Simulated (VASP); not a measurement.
Method: PBEsol GGA with spin-orbit coupling, VASP's PBE PAW potentials (set 64) (plane waves; VASP).

A VASP calculation is set up with these files.

**KPOINTS_OPT**
```
k-points along high-symmetry lines
5
Line-mode
Reciprocal
  0.000000   0.000000   0.000000 ! GAMMA
  0.500000   0.000000   0.000000 ! M

  0.500000   0.000000   0.000000 ! M
  0.333333   0.333333   0.000000 ! K

  0.333333   0.333333   0.000000 ! K
  0.000000   0.000000   0.000000 ! GAMMA

  0.000000   0.000000   0.000000 ! GAMMA
  0.000000   0.000000   0.500000 ! A

  0.000000   0.000000   0.500000 ! A
  0.500000   0.000000   0.500000 ! L

  0.500000   0.000000   0.500000 ! L
  0.333333   0.333333   0.500000 ! H

  0.333333   0.333333   0.500000 ! H
  0.000000   0.000000   0.500000 ! A

  0.500000   0.000000   0.500000 ! L
  0.500000   0.000000   0.000000 ! M

  0.333333   0.333333   0.500000 ! H
  0.333333   0.333333   0.000000 ! K
```

File KPOINTS:
```
K-points
0
Gamma
  7 7 8
```

### POSCAR
```
DyHg2
4.8512840
  0.9999999242   0.0000000000   0.0000000000
 -0.4999999621   0.8660252604   0.0000000000
  0.0000000000   0.0000000000   0.6944494087
Dy Hg
1 2
Cart
 -0.4999999621   0.8660252604   0.0000000000
 -0.0000005000   0.5773504623   0.3472247044
  0.5000004621   0.2886747981   0.3472247044
```

### INCAR
```
SYSTEM=DyHg2
PREC=Accurate; ENCUT=400; LREAL=.False.
LASPH=.True.
EDIFF=1E-6; NELM=100; ALGO=Normal
LMAXMIX=6
ISMEAR=0; SIGMA=0.05
GGA=PS; GGA_COMPAT=.False.
MAGMOM=0 0 0 0 0 0 0 0 0
LSORBIT=.True.
LWAVE=.False.; LCHARG=.False.
```

POTCAR, in this order: Dy_3 Hg (PBE.64 set). Program: vasp_ncl.

Output

### OSZICAR
```
       N       E                     dE             d eps       ncg     rms          rms(c)
DAV:   1     0.238459887436E+03    0.23846E+03   -0.13628E+04  3296   0.131E+03
DAV:   2     0.525149577311E+01   -0.23321E+03   -0.22637E+03  3216   0.440E+02
DAV:   3    -0.893063656578E+01   -0.14182E+02   -0.13410E+02  3992   0.873E+01
DAV:   4    -0.941178078046E+01   -0.48114E+00   -0.47701E+00  3816   0.181E+01
DAV:   5    -0.942855754086E+01   -0.16777E-01   -0.16765E-01  4040   0.292E+00    0.259E+01
DAV:   6    -0.864821252805E+01    0.78035E+00   -0.31069E+00  3880   0.168E+01    0.149E+01
DAV:   7    -0.862149979260E+01    0.26713E-01   -0.21540E-01  3664   0.409E+00    0.642E+00
DAV:   8    -0.861383144580E+01    0.76683E-02   -0.17253E-02  4176   0.940E-01    0.222E+00
DAV:   9    -0.861355857448E+01    0.27287E-03   -0.89719E-04  4128   0.252E-01    0.244E-01
DAV:  10    -0.861352658000E+01    0.31994E-04   -0.38090E-04  3944   0.123E-01    0.128E-01
DAV:  11    -0.861352906366E+01   -0.24837E-05   -0.60319E-05  3704   0.644E-02    0.425E-02
DAV:  12    -0.861353008767E+01   -0.10240E-05   -0.44018E-06  3576   0.148E-02    0.136E-02
DAV:  13    -0.861353054867E+01   -0.46100E-06   -0.54111E-07  2312   0.582E-03
   1 F= -.86135305E+01 E0= -.86128319E+01  d E =-.139720E-02  mag=    -0.0000     0.0000    -0.0000
       N       E                     dE             ncg
       N       E                     dE             ncg
```

OUTCAR:
```
------------------------ aborting loop because EDIFF is reached ----------------------------------------
  FORCE on cell =-STRESS in cart. coord.  units (eV):
  Direction    XX          YY          ZZ          XY          YZ          ZX
  --------------------------------------------------------------------------------------
  Total       -0.3984139     -0.3984139     -0.2303905     -0.0000000     -0.0000000      0.0000000
  in kB       -9.2961656     -9.2961639     -5.3756855     -0.0000000     -0.0000000      0.0000000
  external PRESSURE =      -7.9893383 kB  Pullay stress =       0.0000000 kB
  volume of cell :       68.67
      direct lattice vectors                 reciprocal lattice vectors
     4.851283633  0.000000000  0.000000000     0.206131011  0.119009805  0.000000000
    -2.425641816  4.201334489  0.000000000     0.000000000  0.238019611  0.000000000
     0.000000000  0.000000000  3.368971305     0.000000000  0.000000000  0.296826512
 POSITION                                       TOTAL-FORCE (eV/Angst)
 -----------------------------------------------------------------------------------
      0.00000      0.00000      0.00000         0.000000      0.000000     -0.000000
     -0.00000      2.80089      1.68449         0.000000     -0.000000      0.000000
      2.42564      1.40044      1.68449        -0.000000      0.000000     -0.000000
 -----------------------------------------------------------------------------------
    total drift:                                0.000000     -0.000000     -0.000000
  FREE ENERGIE OF THE ION-ELECTRON SYSTEM (eV)
  ---------------------------------------------------
  free  energy   TOTEN  =        -8.6135305487 eV

  energy  without entropy=       -8.6121333453  energy(sigma->0) =       -8.61283195

 Ion:    1  E_soc:     -0.5439971

 Ion:    2  E_soc:     -0.6962289

 Ion:    3  E_soc:     -0.6962289
```
(Selected blocks of OUTCAR.)

The 4f electrons are frozen in the core of the lanthanide potential, so 4f levels, which can set the real gap, and their magnetism are missing.

The structure comes from a measured DyHg2 entry (P6/mmm) of the Crystallography Open Database, whose conditions weren't checked. It was relaxed first.
